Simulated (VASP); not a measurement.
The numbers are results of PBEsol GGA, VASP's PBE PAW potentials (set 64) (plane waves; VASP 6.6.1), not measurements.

A VASP calculation is set up with these files.

### POSCAR
```
SiAg
1.0
  2.1128290000  -5.5832260000   0.0000000000
  2.1128290000   5.5832260000   0.0000000000
  0.0000000000   0.0000000000   4.1637950000
Si Ag
2 2
Cartesian
  2.0500420606  -0.7386328837   1.0659981407
  2.1166532205   0.6797465990   3.1004866709
  2.0152585568  -4.0221448439   1.0631834153
  2.2693642750   4.0810255453   3.0979217731
```

### INCAR
```
ALGO  =  Normal
EDIFF  =  1E-6
ENCUT  =  300
GGA  =  PS
ISIF  =  2
ISMEAR  =  -1
LASPH  =  .TRUE.
LCHARG  =  .FALSE.
LMAXMIX  =  4
LREAL  =  .FALSE.
LWAVE  =  .FALSE.
NELM  =  100
PREC  =  Accurate
SIGMA  =  0.136
SYSTEM  =  SiAg
```

**KPOINTS**
```
Automatic
0
Gamma
 4 4 4
```

POTCAR, in this order: Si Ag (PBE.64 set). Program: vasp_std.

At this cut-off the stress carries a Pulay error, which pulls relaxed volumes low.

### Question
Estimate the energy per atom (σ→0), pressure, largest force, band gap (on the k-mesh).

### Answer

The energy per atom (σ→0) is -360.2 kJ/mol of atoms. The band gap (on the k-mesh) comes out as none (metal, semimetal or under 0.01 eV) and the pressure is -11.87 GPa. The largest force is 0.210 eV/Å.

### OSZICAR
```
...
DAV:   6    -0.150159235548E+02    0.85342E+00   -0.49490E+00  1475   0.226E+01    0.493E+00
DAV:   7    -0.149953072598E+02    0.20616E-01   -0.41150E-01  1467   0.575E+00    0.244E+00
DAV:   8    -0.149815630495E+02    0.13744E-01   -0.39808E-02  1524   0.172E+00    0.433E-01
DAV:   9    -0.149795489390E+02    0.20141E-02   -0.60434E-03  1550   0.814E-01    0.139E-01
DAV:  10    -0.149795301013E+02    0.18838E-04   -0.60588E-04  1515   0.156E-01    0.460E-02
DAV:  11    -0.149795284606E+02    0.16407E-05   -0.68430E-05  1512   0.806E-02    0.113E-02
DAV:  12    -0.149795279697E+02    0.49086E-06   -0.52420E-06  1542   0.211E-02
   1 F= -.14979528E+02 E0= -.14931844E+02  d E =-.953683E-01
```

The structure was generated: SiAg was put into an ordered model structure, which need not be its known phase. The cell was not relaxed at this level, atoms are displaced from their ideal sites. The k-mesh is coarse (spacing up to 0.40 per Å, 2π included), so the numbers may not be converged in it. The run is one of a series of settings (GGA = PS against the base run), some of them coarse on purpose.
